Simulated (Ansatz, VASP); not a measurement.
# Cross-check of InP between VASP and Ansatz, part 2 of 2

Aim: how closely do two programs agree when they are given the same cell, functional and k mesh? The cell is taken from a series of runs on this material, whose earlier steps may have relaxed, scaled, displaced or heated it; both programs get it as it stands.

VASP 6.6.1 and Ansatz 0.2.0.

So far. Step 2 (VASP: single point, PBE): The run ends at a pressure of -0.10 GPa.

### Step 5. VASP: single point, r2SCAN, spin-orbit coupling

Level of this step: r2SCAN, spin-orbit coupling; plane waves and PAW (In_d, P) (VASP).

A single point gives forces, pressure and levels at one fixed geometry, so differences don't come from the geometry; what else differs is listed under the comparison. The cell compared in this pair holds 50.53 Å³, against 52.93 Å³ for the pair before.

Input file INCAR:

```
SYSTEM = InP
PREC = Accurate
ENCUT = 440
EDIFF = 1E-06
NELM = 200
ISMEAR = -1
SIGMA = 0.02
LREAL = .FALSE.
ALGO = Normal
METAGGA = R2SCAN
LASPH = .TRUE.
LNONCOLLINEAR = .TRUE.
MAGMOM = 0 0 0 0 0 0
NBANDS = 30
GGA_COMPAT = .FALSE.
LSORBIT = .TRUE.
LORBIT = 11
LWAVE = .FALSE.
LCHARG = .FALSE.
ISIF = 2
EFERMI = MIDGAP
LMIXTAU = .TRUE.
KPAR = 2
```

Input file POSCAR:

```
InP
1.0
    0.0000000000      2.9343500000      2.9343500000
    2.9343500000      0.0000000000      2.9343500000
    2.9343500000      2.9343500000      0.0000000000
In P
1 1
Direct
    0.0000000000      0.0000000000      0.0000000000
    0.2500000000      0.2500000000      0.2500000000
```

Input file KPOINTS:

```
Automatic mesh
0
Gamma
8 8 8
0 0 0
```

The projector-augmented-wave data sets are In_d and P (PBE family, release 64).

On the command line:

```
> mpirun -np 2 vasp_ncl
```

Numbers of over 12 decimals in the logs are rounded to 6 here.

Output:

```text
[banner, memory and clock lines left out]
running    2 mpi-ranks, on    1 nodes
[...]
|                                                                             |
|               ----> ADVICE to this user running VASP <----                  |
|                                                                             |
|     You enforced a specific xc type in the INCAR file but a different       |
|     [... a line on the potential file left out ...]
|     I HOPE YOU KNOW WHAT YOU ARE DOING!                                     |
|                                                                             |

 LDA part: xc-table for (None), standard interpolation
 POSCAR, INCAR and KPOINTS ok, starting setup
[...]
entering main loop
       N       E                     dE             d eps       ncg     rms          rms(c)
DAV:   1     0.126191526174E+03    0.12619E+03   -0.73835E+03  2600   0.124E+03
DAV:   2    -0.195176593593E+02   -0.14571E+03   -0.13934E+03  2612   0.345E+02
DAV:   3    -0.352167475306E+02   -0.15699E+02   -0.15437E+02  3150   0.125E+02
DAV:   4    -0.358877335626E+02   -0.67099E+00   -0.66948E+00  3184   0.263E+01
[...]
DAV:  18    -0.323269105045E+02   -0.30511E-05   -0.12364E-06  2554   0.139E-02    0.744E-03
DAV:  19    -0.323269149801E+02   -0.44755E-05   -0.29006E-06  2368   0.198E-02    0.862E-03
DAV:  20    -0.323269150537E+02   -0.73643E-07   -0.19384E-07  1656   0.673E-03
   1 F= -.32326915E+02 E0= -.32326915E+02  d E =-.491972E-14  mag=    -0.0000    -0.0000    -0.0000
```

From OUTCAR (step 5):

```text
  Total        0.3982350      0.3982350      0.3982350      0.0000000      0.0000000     -0.0000000
  in kB       12.6265384     12.6265384     12.6265384      0.0000000      0.0000000     -0.0000000
  external PRESSURE =      12.6265384 kB  Pullay stress =       0.0000000 kB

 POSITION                                       TOTAL-FORCE (eV/Angst)
 -----------------------------------------------------------------------------------
      0.00000      0.00000      0.00000        -0.000000     -0.000000      0.000000
      1.46717      1.46717      1.46717         0.000000      0.000000     -0.000000
 -----------------------------------------------------------------------------------
    total drift:                               -0.000000     -0.000000     -0.000000

  FREE ENERGIE OF THE ION-ELECTRON SYSTEM (eV)
  ---------------------------------------------------
  free  energy   TOTEN  =       -32.3269150537 eV

  energy  without entropy=      -32.3269150537  energy(sigma->0) =      -32.32691505

 magnetization (x)
# of ion       s       p       d       tot
------------------------------------------
    1       -0.000  -0.000   0.000  -0.000
    2        0.000  -0.000   0.000  -0.000
--------------------------------------------------
tot          0.000  -0.000   0.000  -0.000

 magnetization (y)
# of ion       s       p       d       tot
------------------------------------------
    1        0.000   0.000   0.000   0.000
    2        0.000   0.000   0.000   0.000
--------------------------------------------------
tot          0.000   0.000   0.000   0.000

 magnetization (z)
# of ion       s       p       d       tot
------------------------------------------
    1       -0.000   0.000  -0.000   0.000
    2        0.000  -0.000   0.000  -0.000
--------------------------------------------------
tot          0.000  -0.000  -0.000  -0.000

[... 3 further parts left out ...]
[key lines of the parts left out:]
E-fermi :   5.5548
```

The run ends at a pressure of 1.26 GPa.

### Step 6. Ansatz: single point, r2SCAN, spin-orbit coupling

The same cell, functional, mesh and smearing now go to Ansatz, which takes its cutoff from its data sets.

The cell is taken from a series of runs on this material, whose earlier steps may have relaxed, scaled, displaced or heated it; both programs get it as it stands.

Input file input.yaml:

```yaml
crystal:
  lattice:
    - [0.0, 2.93435, 2.93435]
    - [2.93435, 0.0, 2.93435]
    - [2.93435, 2.93435, 0.0]
  atoms:
    - { symbol: In, position: [0.0, 0.0, 0.0] }
    - { symbol: P, position: [0.25, 0.25, 0.25] }
kpoints:
  mp_grid: { grid: [8, 8, 8] }
  band_path:
    path:
      - [0.0, 0.0, 0.0]
      - [-0.5, -0.5, 0.0]
      - [-0.375, -0.375, 0.25]
      - [-0.375, 0.0, 0.375]
      - [0.0, 0.0, 0.5]
      - [-0.5, -0.25, 0.25]
    npoints: 1
hamiltonian:
  xc: r2scan
  pseudopotentials: { kind: paw_fr, azcp: { folder: soft_1 } }
scf:
  occupations: { method: fermi_dirac, width: 0.02 }
  n_extra_bands: 8
magnetization:
  noncollinear: true
  spin_orbit: true
output:
  eigenvalues: true
  write_density: true
  write_potential: true
  elf: true
  volumetric_format: npy
```

On the command line:

```
> ansatz run input.yaml --threads 3 --pin off --max-ram 92160MiB --backend cuda --events-out ev --progress --plain --runs-dir out --devices 1 --max-vram 13GiB
```

Output:

```text
[...]
GPUs: using 1 of 1 available (devices: 1).
[...]
non-collinear run that drives no moment, with spin-orbit: no starting moment large enough to seed its density (crystal.atoms[].spin), no starting occupations that ask for one, no magnetisation constraint and no magnetic field, so the semilocal B_xc is pinned to zero
[...]
GPU FFT provider: cuFFT
[...]
k-point 0: bands = [... 14 lower, 6.8304, 6.8304, 6.8304, 6.8304, 7.9416, 7.9416, 10.9198, 10.9198, ... 4 higher]
  k-point 1: bands = [... 14 lower, 6.5724, 6.5724, 6.6396, 6.6510, 8.8224, 8.8224, 11.2095, 11.2095, ... 4 higher]
  k-point 2: bands = [... 14 lower, 6.1794, 6.1794, 6.2642, 6.2784, 8.9589, 8.9589, 11.8040, 11.8040, ... 4 higher]
  k-point 28: bands = [... 14 lower, 3.6840, 3.7560, 3.8168, 3.8777, 11.3742, 11.3763, 11.5584, 11.5846, ... 4 higher]
[key lines of the parts left out:]
SCF converged after 7 iterations
Magnetization: |M| = 0.0000 μB,  M = (+0.0000, +0.0000, +0.0000) μB
Free energy (F): -6361.930282 eV
Fermi energy:    7.392974 eV
```

### Step 7. Side by side

What differs besides the data sets and the points named for the pairs above, as far as they apply: spin-orbit coupling enters by fully relativistic files in Ansatz and inside the spheres in VASP; VASP keeps PBE cores, Ansatz makes them for the functional; the cutoff is 500 eV in Ansatz and 440 eV in VASP. Total energies have different zeros and are not compared.

Both answers:

| quantity | Ansatz | VASP | difference |
| --- | --- | --- | --- |
| gap on the k mesh (eV) | 1.111 | 1.118 | -0.007 |

A gap on the mesh is an upper bound, since the band edges may lie between its points.

### Step 8. What came out

```
difference in gap on the k mesh (single point, PBE)                         : 0.0020 eV
difference in gap on the k mesh (single point, r2SCAN, spin-orbit coupling) : -0.0070 eV
```

The difference in gap on the k mesh is -0.0070 eV (single point, r2SCAN, spin-orbit coupling), within the 0.08 eV picked in this series as the mark of a large difference. Such differences can come from data sets, numerical settings and the points named under the comparisons, not from the functional's error against experiment.

[Lines on the potential files, build, host, timing and source positions are cut from VASP's logs without a mark.]

[Logs are printed without paths, hosts, clocks, repeated set-up lines and the standing remarks that a program may print on its own settings, such as how far it seeks lower states.]

[Hosts, paths, dates, database ids (printed as entryN), source tags and the programs' standing remarks are cut or masked in the printed files.]
